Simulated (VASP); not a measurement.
Input of a VASP 6.6.1 run:

INCAR

```
  PREC = Accurate
  ENCUT = 520
  EDIFF = 1E-7
  ISMEAR = 0
  SIGMA = 0.1
  LREAL = False
  LASPH = True
  NELM = 80
  ALGO = Fast
  ISIF = 2
  LWAVE = False
  LCHARG = False
  NBANDS = 15
```

Contents of KPOINTS:

```
Automatic mesh
0
Gamma
  6 6 6
```

POSCAR

```
KF
1.0
    0.0000000000      2.6735000000      2.6735000000
    2.6735000000      0.0000000000      2.6735000000
    2.6735000000      2.6735000000      0.0000000000
K F
1 1
Direct
    0.0000000000      0.0000000000      0.0000000000
    0.5000000000      0.5000000000      0.5000000000
```

Potentials or basis: VASP PAW LDA potentials, release 64 (K_sv, F).

The run is started by

```bash
$ cat potpaw_LDA.64/K_sv/POTCAR potpaw_LDA.64/F/POTCAR > POTCAR
$ mpirun -np 1 vasp_std > vasp.out
```

**Question.** What does it give for the pressure?

**Answer.** -3.5 GPa.

**Question.** What does it give for the band gap on the k mesh?

**Answer.** 5.78 eV, direct.
